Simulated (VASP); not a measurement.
A convergence study with VASP on CdO (rock salt): one setting is varied, all else stays as given below, so the limit is that of these other settings.

```xyz
2
Lattice="0.0000 2.3500 2.3500 2.3500 0.0000 2.3500 2.3500 2.3500 0.0000" Properties=species:S:1:pos:R:3 pbc="T T T"
Cd     0.0000     0.0000     0.0000
O      2.3500     2.3500     2.3500
```

Calculation: PBE GGA, VASP's PBE PAW potentials (set 64) (plane waves; VASP). The tightest run used: 700 eV cut-off, 19×19×19 Γ-centred mesh, Gaussian smearing of 0.050 eV, potentials Cd O.

### Question
The settings run are 1×1×1 mesh; 2×2×2 mesh; 3×3×3 mesh; 4×4×4 mesh; 5×5×5 mesh; 6×6×6 mesh; 7×7×7 mesh; 8×8×8 mesh; 9×9×9 mesh; 10×10×10 mesh; 11×11×11 mesh; 12×12×12 mesh; 13×13×13 mesh; 14×14×14 mesh; 15×15×15 mesh; 16×16×16 mesh; 17×17×17 mesh; 18×18×18 mesh; 19×19×19 mesh. From which on does the energy per atom stay within 0.005 eV/atom of the tightest run?

### Answer
From 5×5×5 mesh on: it is off by 0.0026 there and by no more than 0.005 in any finer run, while 4×4×4 mesh is off by 0.0110.
| setting | E (eV/atom) | pressure (GPa) | irreducible k-points | difference judged (eV/atom) |
|---|---|---|---|---|
| 1×1×1 mesh | -1.5059 | 14.83 | 1 | 2.3445 |
| 2×2×2 mesh | -3.3279 | 15.16 | 3 | 0.5225 |
| 3×3×3 mesh | -3.7830 | 8.73 | 4 | 0.0674 |
| 4×4×4 mesh | -3.8394 | 7.60 | 8 | 0.0110 |
| 5×5×5 mesh | -3.8478 | 7.45 | 10 | 0.0026 |
| 6×6×6 mesh | -3.8506 | 7.35 | 16 | 0.0001 |
| 7×7×7 mesh | -3.8507 | 7.33 | 20 | 0.0003 |
| 8×8×8 mesh | -3.8509 | 7.32 | 29 | 0.0005 |
| 9×9×9 mesh | -3.8508 | 7.32 | 35 | 0.0003 |
| 10×10×10 mesh | -3.8507 | 7.29 | 47 | 0.0003 |
| 11×11×11 mesh | -3.8506 | 7.29 | 56 | 0.0002 |
| 12×12×12 mesh | -3.8506 | 7.30 | 72 | 0.0001 |
| 13×13×13 mesh | -3.8505 | 7.29 | 84 | 0.0001 |
| 14×14×14 mesh | -3.8505 | 7.30 | 104 | 0.0001 |
| 15×15×15 mesh | -3.8505 | 7.28 | 120 | 0.0000 |
| 16×16×16 mesh | -3.8504 | 7.30 | 145 | 0.0000 |
| 17×17×17 mesh | -3.8504 | 7.29 | 165 | 0.0000 |
| 18×18×18 mesh | -3.8504 | 7.29 | 195 | 0.0000 |
| 19×19×19 mesh | -3.8504 | 7.30 | 220 | 0.0000 |

Left out are rungs that failed or repeat a setting and relaxations that didn't move; long series are thinned to 24 rows.

The compound is CdO in the rock salt structure. The cell was not relaxed at this level.
